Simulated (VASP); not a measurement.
Given:

```
CELL_PARAMETERS angstrom
      0.00000     3.18054     3.18054
      3.18054     0.00000     3.18054
      3.18054     3.18054     0.00000
ATOMIC_POSITIONS crystal
  Mg 0.25000 0.25000 0.25000
  Mg 0.75000 0.75000 0.75000
  Si 0.00000 0.00000 0.00000
```

These are modified Becke-Johnson potential (mBJ), VASP's PBE PAW potentials (set 64) (plane waves; VASP) values and carry that method's errors. Run with 400 eV cut-off, 6×6×6 Γ-centred mesh, Gaussian smearing of 0.050 eV, potentials Mg Si.

mBJ is a potential without an energy functional, so only the levels count.

**Question.** Give the energies of bands 2 to 7 at the high-symmetry points, in eV from the valence-band maximum.

**Answer.** 
| band | Γ | X | U | L | W |
|---|---|---|---|---|---|
| 2 | 0.00 | -4.24 | -3.83 | -4.55 | -3.42 |
| 3 | 0.00 | -1.84 | -3.25 | -0.66 | -3.42 |
| 4 | 0.00 | -1.84 | -1.53 | -0.66 | -2.47 |
| 5 | 2.32 | 0.60 | 1.07 | 1.62 | 2.93 |
| 6 | 2.91 | 0.76 | 3.26 | 2.89 | 3.85 |
| 7 | 2.91 | 8.32 | 6.13 | 2.89 | 3.85 |

The gap is indirect, 0.60 eV, from the valence maximum at Γ to the conduction minimum at X.

The structure comes from a computed database's Mg2Si entry (Fm-3m); how it stands against other phases isn't given here. It was relaxed first. The cell's shape comes from a PBE relaxation.
